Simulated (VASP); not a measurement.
OSZICAR of a VASP run on NaF (rock salt):

OSZICAR:
```
       N       E                     dE             d eps       ncg     rms          rms(c)
DAV:   1     0.167357148724E+02    0.16736E+02   -0.84245E+03    66   0.151E+03
DAV:   2    -0.107818983154E+03   -0.12455E+03   -0.11692E+03    77   0.386E+02
DAV:   3    -0.114533780221E+03   -0.67148E+01   -0.66903E+01    78   0.831E+01
DAV:   4    -0.114611791117E+03   -0.78011E-01   -0.78005E-01    72   0.952E+00
DAV:   5    -0.115282004511E+02    0.10308E+03   -0.64594E-01    69   0.172E+01    0.612E+00
DAV:   6    -0.102454341897E+02    0.12828E+01   -0.41921E+00    69   0.190E+01    0.180E+00
DAV:   7    -0.103466629847E+02   -0.10123E+00   -0.37599E-01    69   0.627E+00    0.176E+00
DAV:   8    -0.103314685175E+02    0.15194E-01   -0.18118E-02    66   0.181E+00    0.914E-01
DAV:   9    -0.103289288823E+02    0.25396E-02   -0.11828E-02    66   0.125E+00    0.413E-01
DAV:  10    -0.103290153826E+02   -0.86500E-04   -0.95342E-04    66   0.650E-01    0.240E-01
DAV:  11    -0.103291700874E+02   -0.15470E-03   -0.53167E-04    66   0.446E-01    0.156E-01
DAV:  12    -0.103293755388E+02   -0.20545E-03   -0.21218E-04    66   0.254E-01    0.100E-01
DAV:  13    -0.103295027217E+02   -0.12718E-03   -0.87302E-05    66   0.150E-01    0.616E-02
DAV:  14    -0.103295708083E+02   -0.68087E-04   -0.32274E-05    66   0.959E-02    0.376E-02
DAV:  15    -0.103296053768E+02   -0.34568E-04   -0.14852E-05    66   0.615E-02    0.235E-02
DAV:  16    -0.103296221942E+02   -0.16817E-04   -0.59984E-06    66   0.391E-02    0.149E-02
DAV:  17    -0.103296301975E+02   -0.80033E-05   -0.25637E-06    66   0.248E-02    0.945E-03
DAV:  18    -0.103296339561E+02   -0.37586E-05   -0.11769E-06    66   0.157E-02    0.603E-03
DAV:  19    -0.103296356862E+02   -0.17302E-05   -0.47270E-07    66   0.102E-02    0.385E-03
DAV:  20    -0.103296364636E+02   -0.77738E-06   -0.21275E-07    63   0.655E-03
   1 F= -.10329636E+02 E0= -.10329636E+02  d E =-.145471E-18
```

Which electronic solver shows in the log?

It is blocked Davidson (ALGO = Normal, or the opening steps of other solvers). The INCAR had ALGO = Normal.

Can the final energy be trusted as converged?

The calculation finished and met its thresholds. It stopped with EDIFF = 1E-6, NELM = 100 (HSE06 screened hybrid, plane waves, VASP's PBE PAW potentials (set 64)).

The compound is NaF in the rock salt structure. The cell was not relaxed at this level. The k-mesh is coarse (spacing up to 1.18 per Å, 2π included), so the numbers may not be converged in it.
